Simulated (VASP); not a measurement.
These are RPBE GGA, VASP's PBE PAW potentials (set 64) (plane waves; VASP) values and carry that method's errors.

A VASP calculation is set up with these files.

### INCAR
```
ALGO  =  Normal
EDIFF  =  1E-7
EDIFFG  =  -0.01
ENCUT  =  520
GGA  =  RP
IBRION  =  2
ISIF  =  4
ISMEAR  =  1
LASPH  =  .True.
LCHARG  =  .False.
LMAXMIX  =  4
LREAL  =  .False.
LWAVE  =  .False.
NELM  =  100
NSW  =  30
PREC  =  Accurate
SIGMA  =  0.1
SYSTEM  =  Sn
```

### KPOINTS
```
kpoints
0
gamma
  13 13 13
```

POSCAR:
```
Sn
1
   -3.0688179943     3.0688179943     1.6478534527
    3.0688179943    -3.0688179943     1.6478534527
    3.0688179943     3.0688179943    -1.6478534527
Sn
2
Direct
  0.2500000000   0.7500000000   0.5000000000
  0.0000000000   0.0000000000   0.0000000000
```

POTCAR, in this order: Sn_d (PBE.64 set). Program: vasp_std.

Unless said otherwise, spin-orbit coupling is left out, though it shifts the bands of the heavy elements here.

Task: What does the run give for the energy per atom (σ→0), band gap (on the k-mesh)?

Result: 
| Item | Result |
|---|---|
| energy per atom (σ→0) | -3.424 eV/atom |
| band gap (on the k-mesh) | none (metal, semimetal or under 0.01 eV) |

**OSZICAR**
```
...
DAV:   1    -0.686227345311E+01   -0.13524E-01   -0.38004E-01  7650   0.543E+00    0.578E-01
DAV:   2    -0.685359795936E+01    0.86755E-02   -0.19062E-02  8098   0.214E+00    0.361E-01
DAV:   3    -0.684866688833E+01    0.49311E-02   -0.99284E-03  9244   0.161E+00    0.404E-02
DAV:   4    -0.684882525260E+01   -0.15836E-03   -0.20287E-03  7398   0.568E-01    0.256E-02
DAV:   5    -0.684882447274E+01    0.77986E-06   -0.54792E-05  9860   0.114E-01    0.517E-03
DAV:   6    -0.684882476891E+01   -0.29617E-06   -0.34454E-06  9020   0.174E-02    0.283E-03
DAV:   7    -0.684882484092E+01   -0.72017E-07   -0.44187E-07  6328   0.134E-02
   4 F= -.68488248E+01 E0= -.68486876E+01  d E =-.624063E-03
```

The compound is Sn in the beta structure. This cell is one point of a volume scan, at 1.06 of the reference volume. Symmetry was kept, so distortions that lower it aren't found.
